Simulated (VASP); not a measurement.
An input for Quantum ESPRESSO's pw.x (written as the equivalent of a VASP run, and not itself run):

```
&CONTROL
  calculation = 'scf'
  pseudo_dir = './pseudo'
  outdir = './out'
  tprnfor = .true.
  tstress = .true.
/
&SYSTEM
  ibrav = 0
  nat = 2
  ntyp = 2
  ecutwfc = 76
  occupations = 'tetrahedra'
  input_dft = 'pbesol'
/
&ELECTRONS
  conv_thr = 7.3e-09
  electron_maxstep = 100
/
ATOMIC_SPECIES
  Au 196.967 Au.upf
  Cl 35.450 Cl.upf
CELL_PARAMETERS angstrom
     3.3308204   -0.0000000   -0.0000000
    -0.0000000    3.3308204   -0.0000000
     0.0000000   -0.0000000    3.3308204
ATOMIC_POSITIONS crystal
  Au   0.0000000  0.0000000  0.0000000
  Cl   0.5000000  0.5000000  0.5000000
K_POINTS automatic
  12 12 12 0 0 0
```

Problem. Write the VASP files for the same calculation (PBEsol).

Solution. Several could match; the one computed here: 
File KPOINTS:
```
kpoints
0
gamma
  12 12 12
```

INCAR:
```
# general
SYSTEM =AuCl
PREC   =Accurate
ENCUT  =400   # plane-wave cut-off (eV)
LREAL  =.FALSE.
LASPH  =.TRUE.

# electronic loop
EDIFF  =1E-7
NELM   =100   # most electronic steps
ALGO   =Normal
LMAXMIX=6   # l cut-off of mixed one-centre charges

# smearing
ISMEAR =-5

# functional
GGA    =PS

# ions
ISIF   =2   # forces and stress, cell fixed

# output
LWAVE  =.FALSE.
LCHARG =.TRUE.
LORBIT =11   # lm-projected
NEDOS  =601
```

POSCAR:
```
AuCl
1.0
  3.3308203574   0.0000000000   0.0000000000
  0.0000000000   3.3308203574   0.0000000000
  0.0000000000   0.0000000000   3.3308203574
Au Cl
1 1
direct
  0.0000000000   0.0000000000   0.0000000000
  0.5000000000   0.5000000000   0.5000000000
```

POTCAR, in this order: Au Cl (PBE.64 set). Program: vasp_std.

The two are equivalent in intent, not identical: the potentials are each code's own (VASP's PAW set, PseudoDojo norm-conserving files in pw.x), so ENCUT and ecutwfc are chosen apart and not converted; conv_thr bounds pw.x's estimated SCF error, while EDIFF bounds the energy change between steps.

The structure was generated: AuCl was put into the CsCl type type (Pm-3m), which need not be its known phase. It was relaxed first, which changed the volume by +25 %.
